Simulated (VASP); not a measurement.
Co (hcp): computed properties

Method: PBE GGA, VASP's PBE PAW potentials (set 64) (plane waves; VASP).

```yaml
space_group: P6_3/mmc (194)
cell: a = 2.490 Å, b = 2.490 Å, c = 4.023 Å, α = 90.00°, β = 90.00°, γ = 120.00°
volume_per_atom: 10.80 Å³/atom
band gap (over mesh and band path): none (metal, semimetal or under 0.01 eV)
cell_moment: 3.18 μB
hill_bulk_modulus: 2130 kbar
hill_shear_modulus: 1060 kbar
Poisson's ratio: 0.286
band_gap_with_spin_orbit_coupling: none (metallic)
density: 9.06 g/cm³
optical Γ-point spectrum: 156 (×2), 231 cm⁻¹
C11: 367 GPa
C12: 166 GPa
C13: 113 GPa
C33: 399 GPa
C44: 95.8 GPa
C66: 101 GPa
```

```yaml
crystal:
  lattice:
    - [1.24514, -2.15665, 0.00000]
    - [1.24514, 2.15665, 0.00000]
    - [0.00000, 0.00000, 4.02320]
  atoms:
    - { symbol: Co, position: [0.33333, 0.66667, 0.25000], spin: 1.6 }
    - { symbol: Co, position: [0.66667, 0.33333, 0.75000], spin: 1.6 }
```

Measured: a 2.507 Å at 293 K (computed value off by -0.7 %), c 4.070 Å at 293 K (computed value off by -1.2 %), as given by Wikipedia, Cobalt (infobox). The calculation is for a static lattice, while the measured a, c hold thermal and zero-point effects, which are part of the difference. Finite-difference elastic constants of metals are sensitive to mesh and smearing; shear constants can be off by tens of GPa.

The compound is Co in the hcp structure. It was relaxed first. Symmetry was kept, so distortions that lower it aren't found.
